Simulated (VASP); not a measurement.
OSZICAR of a VASP run on C (relaxed from the layer:A7 structure):

**OSZICAR**
```
       N       E                     dE             d eps       ncg     rms          rms(c)
DAV:   1     0.436521087776E+02    0.43652E+02   -0.37375E+03   664   0.758E+02
DAV:   2    -0.195819459169E+02   -0.63234E+02   -0.56058E+02   864   0.145E+02
DAV:   3    -0.228158278103E+02   -0.32339E+01   -0.32339E+01   976   0.459E+01
DAV:   4    -0.228330402065E+02   -0.17212E-01   -0.17212E-01   944   0.338E+00
DAV:   5    -0.228330830447E+02   -0.42838E-04   -0.42838E-04   984   0.165E-01    0.585E+00
DAV:   6    -0.212518518498E+02    0.15812E+01   -0.10364E+00   776   0.777E+00    0.430E+00
DAV:   7    -0.194212746637E+02    0.18306E+01   -0.23627E-01  1024   0.458E+00    0.105E+00
DAV:   8    -0.202914298944E+02   -0.87016E+00   -0.67462E-01   864   0.628E+00    0.111E+00
DAV:   9    -0.202573325685E+02    0.34097E-01   -0.25926E-02   936   0.152E+00    0.404E-01
DAV:  10    -0.198042158616E+02    0.45312E+00   -0.13490E-01   864   0.298E+00    0.210E-01
DAV:  11    -0.197913748812E+02    0.12841E-01   -0.15371E-03   696   0.412E-01    0.239E-01
DAV:  12    -0.198072859563E+02   -0.15911E-01   -0.81533E-03   808   0.924E-01    0.492E-01
DAV:  13    -0.198160161057E+02   -0.87301E-02   -0.10626E-02   784   0.973E-01    0.729E-01
DAV:  14    -0.198565549394E+02   -0.40539E-01   -0.24534E-02   672   0.109E+00    0.415E-01
DAV:  15    -0.198608037529E+02   -0.42488E-02   -0.10139E-02   640   0.135E+00    0.142E-01
DAV:  16    -0.198332655050E+02    0.27538E-01   -0.60478E-03   656   0.123E+00    0.343E-01
DAV:  17    -0.198326309046E+02    0.63460E-03   -0.44739E-03   824   0.798E-01    0.458E-01
DAV:  18    -0.198215803843E+02    0.11051E-01   -0.42772E-03   656   0.758E-01    0.288E-01
DAV:  19    -0.198381755285E+02   -0.16595E-01   -0.38087E-03   680   0.775E-01    0.171E-01
DAV:  20    -0.198402904170E+02   -0.21149E-02   -0.44381E-04   840   0.249E-01    0.687E-02
DAV:  21    -0.198442091310E+02   -0.39187E-02   -0.13524E-03   648   0.399E-01    0.103E-02
DAV:  22    -0.198439300518E+02    0.27908E-03   -0.53181E-05   744   0.923E-02    0.932E-03
DAV:  23    -0.198435892128E+02    0.34084E-03   -0.77351E-05   640   0.101E-01    0.135E-02
DAV:  24    -0.198438676954E+02   -0.27848E-03   -0.40583E-05   656   0.768E-02    0.132E-02
DAV:  25    -0.198439601550E+02   -0.92460E-04   -0.18221E-05   736   0.408E-02    0.702E-03
DAV:  26    -0.198439619990E+02   -0.18440E-05   -0.30694E-06   696   0.226E-02    0.489E-03
DAV:  27    -0.198439790061E+02   -0.17007E-04   -0.13185E-06   688   0.171E-02    0.223E-03
DAV:  28    -0.198439814040E+02   -0.23980E-05   -0.42737E-07   776   0.825E-03    0.168E-04
DAV:  29    -0.198439813023E+02    0.10168E-06   -0.53645E-08   888   0.330E-03    0.883E-05
DAV:  30    -0.198439816614E+02   -0.35908E-06   -0.19255E-08   752   0.196E-03    0.122E-04
DAV:  31    -0.198439817772E+02   -0.11574E-06   -0.45388E-08   688   0.293E-03    0.115E-04
DAV:  32    -0.198439817951E+02   -0.17920E-07   -0.19715E-08   672   0.193E-03
   1 F= -.19843982E+02 E0= -.19843982E+02  d E =0.000000E+00
       N       E                     dE             ncg
       N       E                     dE             ncg
```

### Question
Which electronic solver shows in the log?

### Answer
It is blocked Davidson (ALGO = Normal, or the opening steps of other solvers). The INCAR had ALGO = Normal.

### Question
Can the final energy be trusted as converged?

### Answer
Self-consistency was reached. It stopped with EDIFF = 1E-7, NELM = 100 (r2SCAN meta-GGA, plane waves, VASP's PBE PAW potentials (set 64)). The cell holds a wide vacuum, so values per volume refer to the whole cell.

The cell is a sheet with vacuum, built from a generated structure.
